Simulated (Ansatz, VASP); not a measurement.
**InW3 in VASP and in Ansatz**

```
CELL_PARAMETERS angstrom
4.08077 0.00000 0.00000
0.00000 4.08077 0.00000
0.00000 0.00000 4.08077
ATOMIC_POSITIONS crystal
In 0.00000 0.00000 0.00000
W 0.00000 0.50000 0.50000
W 0.50000 0.00000 0.50000
W 0.50000 0.50000 0.00000
```

Alike in both runs: functional PBE; k mesh 4 × 4 × 4; occupations gaussian, width 0.1 eV; no spin polarisation.

Ansatz relaxed the structure, and its values are those at the end. VASP's run is a single point on that final structure, the one shown.

```csv
,VASP,Ansatz
version,VASP 6.6.1,Ansatz 0.2.0
potentials or method,"VASP PAW PBE potentials, release 64 (In_d, W_sv)","scalar-relativistic, plane waves, PAW"
plane-wave cutoff (eV),520,420
valence electrons in the cell,55,55
```

```csv
,VASP,Ansatz,Ansatz less VASP
gap on the k mesh at the Fermi level (eV),none,none,-
pressure (GPa),0.4,0.1,-0.28
```

A gap of «none» marks a metal or a gap that the smearing closes.

Caveats: the k mesh is coarse (spacing up to 0.38 Å⁻¹), so the values aren't converged. Spin-orbit coupling is left out, which matters for the levels of W.
